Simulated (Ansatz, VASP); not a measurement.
One calculation of Rh2Cl, two programs

```xyz
3
Lattice="0.0000 2.9333 2.9333 2.9333 0.0000 2.9333 2.9333 2.9333 0.0000" Properties=species:S:1:pos:R:3 pbc="T T T"
Rh    1.4666    1.4666    1.4666
Rh    4.3999    4.3999    4.3999
Cl    0.0000    0.0000    0.0000
```

Alike in both runs: task relaxation of cell and atoms; functional PBE; k mesh 6 × 6 × 6; occupations gaussian, width 0.1 eV; no spin polarisation.

```csv
,VASP,Ansatz
version,VASP 6.6.1,Ansatz 0.2.0
potentials or method,"VASP PAW PBE potentials, release 64 (Rh_pv, Cl)","scalar-relativistic, plane waves, PAW"
plane-wave cutoff (eV),600,420
valence electrons in the cell,37,41
```

```csv
,VASP,Ansatz,Ansatz less VASP
"gap on the k mesh at the Fermi level, each at its own relaxed structure (eV)",none,none,-
relaxed volume (Å³/atom),15.99,15.95,-0.032
relaxed cell length with the largest relative difference (Å),4.078,4.075,-0.0027
energy change over the relaxation (meV/atom),-15,-16,-0.7
```

A gap of «none» marks a metal or a gap that the smearing closes. The two sets of potentials don't hold the same shells in valence.

Caveats: an odd number of electrons without spin polarisation forces a metal; a magnetic or distorted state may lie lower.
